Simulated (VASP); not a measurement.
Consider the following.

```xyz
2
Lattice="1.3937 -2.4140 0.0000 1.3937 2.4140 0.0000 0.0000 0.0000 4.6998" Properties=species:S:1:pos:R:3 pbc="T T T"
Cd     1.3937     0.8047     1.1750
Cd     1.3937    -0.8047     3.5249
```

Level of theory: PBE GGA, VASP's PBE PAW potentials (set 64) (plane waves; VASP 6.6.1). Settings: 500 eV cut-off, 15×15×8 Γ-centred mesh, first-order Methfessel-Paxton smearing of 0.10 eV, potentials Cd.

**Question.** The ions, cell shape and volume at an external pressure of 45.0 GPa are relaxed. Predict the relaxed structure.

**Answer.** 
```xyz
2
Lattice="1.4083 -2.4393 0.0000 1.4083 2.4393 0.0000 0.0000 0.0000 4.5880" Properties=species:S:1:pos:R:3 pbc="T T T"
Cd     1.4083     0.8131     1.1470
Cd     1.4083    -0.8131     3.4410
```
Space group P6_3/mmc (194), at a tolerance of 0.03 Å.

**Question.** How do energy and volume change from the first to the last step?

**Answer.** The energy (σ→0) changes by +8.5 meV/atom and the volume by -0.3 %, in 7 ionic steps.

The compound is Cd in the hcp structure. This run relaxes it under an external pressure of 45 GPa. Symmetry was kept, so distortions that lower it aren't found.
